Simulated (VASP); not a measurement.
The system is BN.

```
N B
1.0
     2.49824    0.00000    0.00000
    -1.24912    2.16354    0.00000
     0.00000    0.00000    6.63570
N B
2 2
Cartesian
  1.2491 0.7212 1.6589
  0.0000 1.4424 4.9768
  1.2491 0.7212 4.9768
  0.0000 1.4424 1.6589
```

Base run:

```yaml
Program: VASP 6.6.1
Functional: PBE
Potentials_or_basis: VASP PAW PBE potentials, release 64 (N, B)
Cutoff: 520 eV
k_mesh: 12 × 12 × 4
Occupations: gaussian, width 0.02 eV
Spin: no spin polarisation
```

Its results: band gap on the k mesh 4.29 eV, indirect (least direct gap 4.66 eV).

Task: After a change of settings the same cell gave: band gap on the k mesh 4.70 eV, direct. Which change was it?
A. k mesh from 12 × 12 × 4 to 3 × 3 × 3
B. functional from PBE to LDA; potentials or basis from VASP PAW PBE potentials, release 64 (N, B) to VASP PAW LDA potentials, release 64 (N, B)
C. potentials or basis from VASP PAW PBE potentials, release 64 (N, B) to VASP PAW PBE potentials, release 64 (N_GW, B_GW); cutoff from 520 eV to 450 eV
D. further incar settings from ALGO = Fast; EDIFF = 1e-06; NBANDS = 16 to ALGO = Fast; EDIFF = 1e-08

Result: A.

Caveats: some runs use coarse meshes; an odd mesh through Γ misses points on the zone boundary, where band edges often lie (some runs).
